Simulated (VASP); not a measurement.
An input for Ansatz (written as the equivalent of a VASP run, and not itself run):

Ansatz 0.2 input:
```yaml
crystal:
  lattice:
    - [3.9191860, 1.9450747, 1.9450747]
    - [1.9450747, 3.9191860, 1.9450747]
    - [1.9450747, 1.9450747, 3.9191860]
  atoms:
    - { symbol: Ni, position: [0.0000000, 0.0000000, 0.0000000], spin: 1.1 }
    - { symbol: Ni, position: [0.5000000, 0.5000000, 0.5000000], spin: -1.1 }
    - { symbol: O, position: [0.2500000, 0.2500000, 0.2500000] }
    - { symbol: O, position: [0.7500000, 0.7500000, 0.7500000] }
kpoints:
  mp_grid: { grid: [9, 9, 9] }
hamiltonian:
  xc: lda
  pseudopotentials: { kind: paw }
magnetization: { spin_polarized: true }
scf:
  occupations: { method: gaussian, width: 0.05 }
  max_iter: 100
relax:
  max_steps: 40
  f_tol: 0.02
  cell: { p_target: 30 }
output: { forces: true, stress: true, eigenvalues: true }
```

Question: Translate this input to VASP (INCAR, KPOINTS, POSCAR, choice of POTCAR).

Answer: This is not unique; one that fits is 
**INCAR**
```
SYSTEM = NiO
PREC = Accurate; ENCUT = 620; LREAL = .False.
LASPH = .True.
EDIFF = 1E-6; NELM = 100; ALGO = Normal
LMAXMIX = 4
ISMEAR = 0; SIGMA = 0.05
MAGMOM = 1.1 -1.1 0.0 0.0
ISPIN = 2
IBRION = 2; NSW = 40; ISIF = 3
EDIFFG = -0.02; PSTRESS = 300
LWAVE = .False.; LCHARG = .False.; LORBIT = 10
```

KPOINTS:
```
Automatic
0
Gamma
 9 9 9
0 0 0
```

POSCAR:
```
NiO
1
    3.9191860255     1.9450746714     1.9450746714
    1.9450746714     3.9191860255     1.9450746714
    1.9450746714     1.9450746714     3.9191860255
Ni O
2 2
Direct
  0.0000000000   0.0000000000   0.0000000000
  0.5000000000   0.5000000000   0.5000000000
  0.2500000000   0.2500000000   0.2500000000
  0.7500000000   0.7500000000   0.7500000000
```

POTCAR, in this order: Ni O (LDA.64 set). Program: vasp_std.

What does not carry over: each code has its own PAW files, so the cut-off isn't converted (ENCUT is set for VASP's; basis.ecutwfc is left out, and Ansatz then takes the one that its files recommend); Ansatz stops its SCF on the density residual and VASP on the energy change (EDIFF); Ansatz's lda is the Perdew-Wang form, while the LDA potentials of VASP carry Perdew-Zunger's.

The compound is NiO in the rock salt, AFM-II order structure. It was relaxed first under an external pressure of 30 GPa.
